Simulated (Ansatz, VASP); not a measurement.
## One calculation of CuB, two programs

File INCAR:

```
  PREC = Accurate
  ENCUT = 600
  EDIFF = 1E-7
  ISMEAR = 0
  SIGMA = 0.1
  LREAL = F
  LASPH = T
  NELM = 60
  ALGO = Fast
  ISIF = 3
  LWAVE = F
  LCHARG = F
  GGA = PE
  IBRION = 2
  NSW = 100
  EDIFFG = -0.01
```

Contents of KPOINTS:

```
Automatic mesh
0
Gamma
  10 10 10
```

POSCAR

```
CuB
1.0
    4.0620645838      0.0000000000      0.0000000000
    0.0000000000      4.0620645838      0.0000000000
    0.0000000000      0.0000000000      4.0620645838
Cu B
3 3
Direct
    0.5000000000      0.0000000000      0.0000000000
    0.0000000000      0.5000000000      0.0000000000
    0.0000000000      0.0000000000      0.5000000000
    0.0000000000      0.5000000000      0.5000000000
    0.5000000000      0.0000000000      0.5000000000
    0.5000000000      0.5000000000      0.0000000000
```

Input for Ansatz:

```yaml
crystal:
  lattice:
    - [4.0620645838, 0.0, 0.0]
    - [0.0, 4.0620645838, 0.0]
    - [0.0, 0.0, 4.0620645838]
  atoms:
    - { symbol: Cu, position: [0.5, 0.0, 0.0] }
    - { symbol: Cu, position: [0.0, 0.5, 0.0] }
    - { symbol: Cu, position: [0.0, 0.0, 0.5] }
    - { symbol: B, position: [0.0, 0.5, 0.5] }
    - { symbol: B, position: [0.5, 0.0, 0.5] }
    - { symbol: B, position: [0.5, 0.5, 0.0] }
basis:
  ecutwfc: 420
kpoints:
  mp_grid: { grid: [10, 10, 10] }
hamiltonian:
  xc: pbe
scf:
  occupations: { method: gaussian, width: 0.1 }
output:
  forces: true
  stress: true
  eigenvalues: true
relax:
  adjacent_minimum: "off"
  f_tol: 0.01
  max_steps: 80
  cell: { stress_tol: 0.05 }
```

Alike in both runs: task relaxation of cell and atoms; functional PBE; k mesh 10 × 10 × 10; occupations gaussian, width 0.1 eV; no spin polarisation.

|  | VASP | Ansatz |
| --- | --- | --- |
| version | VASP 6.6.1 | Ansatz 0.2.0 |
| potentials or method | VASP PAW PBE potentials, release 64 (Cu, B) | scalar-relativistic, plane waves, PAW |
| plane-wave cutoff (eV) | 600 | 420 |
| valence electrons in the cell | 42 | 66 |

VASP gave:

```
gap on the k mesh at the Fermi level, each at its own relaxed structure (eV) : none
relaxed volume (Å³/atom)                                                     : 11.21
relaxed cell length with the largest relative difference (Å)                 : 4.066
```

Question: What did Ansatz give for the same quantities?

Answer: gap on the k mesh at the Fermi level, each at its own relaxed structure (eV): none; relaxed volume (Å³/atom): 11.16; relaxed cell length with the largest relative difference (Å): 4.061.

A gap of «none» marks a metal or a gap that the smearing closes. The two sets of potentials don't hold the same shells in valence.
